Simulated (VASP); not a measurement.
```yaml
crystal:
  lattice:
    - [4.43428, 0.00000, 0.00000]
    - [0.00000, 4.43428, 0.00000]
    - [0.00000, 0.00000, 4.43428]
  atoms:
    - { symbol: Cs, position: [0.00000, 0.00000, 0.00000] }
    - { symbol: Br, position: [0.50000, 0.50000, 0.50000] }
```

Computed with HSE06 screened hybrid, VASP's PBE PAW potentials (set 64) (plane waves; VASP). Settings: 520 eV cut-off, 4×4×4 Γ-centred mesh, Gaussian smearing of 0.050 eV, potentials Cs_sv Br.

Unless said otherwise, spin-orbit coupling is left out, though it shifts the bands of the heavy elements here.

What does the run give for the energy per atom (σ→0), band gap (on the k-mesh) with the smallest direct gap where there is one?

```yaml
band gap (on the k-mesh): 5.30 eV
smallest direct gap (on the k-mesh): 5.34 eV
energy per atom (σ→0): -3.504 eV/atom
```

Total energies compare only between runs with the same potentials, cut-off and functional.

The compound is CsBr in the CsCl type structure. This cell is one point of a volume scan, at 1.03 of the reference volume. The cell's shape comes from a PBE relaxation.
